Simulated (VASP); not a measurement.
Consider the following.

```xyz
3
Lattice="0.0000 2.6787 2.6787 2.6787 0.0000 2.6787 2.6787 2.6787 0.0000" Properties=species:S:1:pos:R:3 pbc="T T T"
Co     0.0000     0.0000     0.0000
Si     1.3393     1.3393     1.3393
Si     4.0180     4.0180     4.0180
```

Computed with PBE GGA, VASP's PBE PAW potentials (set 64) (plane waves; VASP). Settings: 400 eV cut-off, Gaussian smearing of 0.050 eV, potentials Co Si.

Task: Give the energies of bands 2 to 11 at the high-symmetry points, in eV from the Fermi level.

Result: 
```csv
band,Γ,X,U,L,W
2,-4.04,-7.15,-8.03,-9.22,-8.08
3,-4.04,-6.40,-6.54,-3.55,-6.05
4,-4.04,-3.62,-3.82,-3.55,-5.90
5,-1.87,-3.62,-3.39,-2.14,-2.26
6,-1.87,-1.92,-2.20,-1.59,-2.26
7,0.78,-1.92,-1.73,-1.59,-1.92
8,3.44,-1.88,-1.19,-0.44,-1.42
9,3.44,-1.30,-0.94,-0.44,-0.65
10,3.45,1.60,1.99,2.72,3.65
11,3.48,2.96,5.00,3.44,3.65
```

It has no gap at this level: it comes out as a metal or semimetal.

The compound is CoSi2 in the fluorite structure. It was relaxed first. The run is not spin-polarised, so no magnetic state was tried. The electron count is odd and the run is not spin-polarised, which forces a metal.
